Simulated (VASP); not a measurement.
Data:

```
CELL_PARAMETERS angstrom
      5.04841     0.00000     0.00000
      0.00000     5.04841     0.00000
      0.00000     0.00000     3.44841
ATOMIC_POSITIONS crystal
  Pb 0.00000 0.00000 0.00000
  Pb 0.50000 0.50000 0.50000
  O  0.30789 0.30789 0.00000
  O  0.80789 0.19211 0.50000
  O  0.19211 0.80789 0.50000
  O  0.69211 0.69211 0.00000
```

Calculation: TPSS meta-GGA, VASP's PBE PAW potentials (set 64) (plane waves; VASP). Settings: 520 eV cut-off, 5×5×7 Γ-centred mesh, tetrahedra with Blöchl corrections, potentials Pb_d O.

The cores are frozen, which limits the accuracy of field gradients.

Q: Give the principal components of the electric field gradient (V/Å²) and the asymmetry η at each nucleus.

A: 
```tsv
atom	Vxx	Vyy	Vzz	η
Pb1	-115.1	-0.4	115.4	0.99
Pb2	-115.1	-0.4	115.4	0.99
O3	78.9	55.8	-134.6	0.17
O4	78.9	55.8	-134.6	0.17
O5	78.9	55.8	-134.6	0.17
O6	78.9	55.8	-134.6	0.17
```

The compound is PbO2 in the rutile structure. It was relaxed first, which changed the volume by +5 %.
